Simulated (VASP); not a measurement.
VASP runs on NaH (space group Fm-3m) share one base input (PBE GGA, plane waves, VASP's PBE PAW potentials (set 64)) and change the settings named in each case.

File KPOINTS:
```
K-points
0
Gamma
10 10 10
0 0 0
```

**INCAR**
```
SYSTEM = NaH
PREC = Accurate; ENCUT = 300; LREAL = F
LASPH = T
EDIFF = 1E-6; NELM = 100; ALGO = Normal
ISMEAR = 0; SIGMA = 0.02
GGA = PE
ISIF = 2
LWAVE = F; LCHARG = F
```

File POSCAR:
```
NaH
1.0
  0.0000000000   2.3842720000   2.3842720000
  2.3842720000   0.0000000000   2.3842720000
  2.3842720000   2.3842720000   0.0000000000
Na H
1 1
Direct
  0.0000000000   0.0000000000   0.0000000000
  0.5000000000   0.5000000000   0.5000000000
```

POTCAR, in this order: Na_pv H (PBE.64 set). Program: vasp_std.

| change | E(σ→0) (eV/atom) | pressure (GPa) | gap on the mesh (eV) |
|---|---|---|---|
| base run | -2.5374 | 0.17 | 3.83 |
| ENCUT = 120 | 7.9536 | -636.55 | 3.34 |
| ENCUT = 150 | -0.3971 | -200.34 | 3.64 |
| ENCUT = 180 | -2.0941 | -66.38 | 3.74 |
| ENCUT = 210 | -2.4538 | -21.30 | 3.79 |
| ENCUT = 240 | -2.5230 | -5.87 | 3.81 |
| ENCUT = 270 | -2.5333 | -1.14 | 3.82 |
| ENCUT = 345 | -2.5397 | 0.42 | 3.84 |
| ENCUT = 390 | -2.5407 | 0.47 | 3.84 |
| ENCUT = 450 | -2.5416 | 0.74 | 3.84 |
| ENCUT = 525 | -2.5420 | 0.97 | 3.85 |
| ENCUT = 600 | -2.5422 | 1.01 | 3.85 |
| AEXX = 0.25, HFSCREEN = 0.2, ISYM = 3, LHFCALC = .TRUE., PRECFOCK = Fast, KPOINTS 6×6×6 Γ-centred mesh | -2.8812 | -0.11 | 4.93 |
 Energies of different potentials or functionals have different zeros.  The base run's pressure lies -0.83 GPa from that at 600 eV (Pulay error).

Left out are runs that ran out of time, are held back, or changed the cell or the kind of run, fixed moments of cells without a moment, rows past the twelfth, gaps on odd meshes, pressures of charged cells and columns that move by less than the noise.

The structure comes from a computed database's NaH entry; how it stands against other phases isn't given here. The cell was not relaxed at this level, its lattice was scaled by up to 2.5 %.
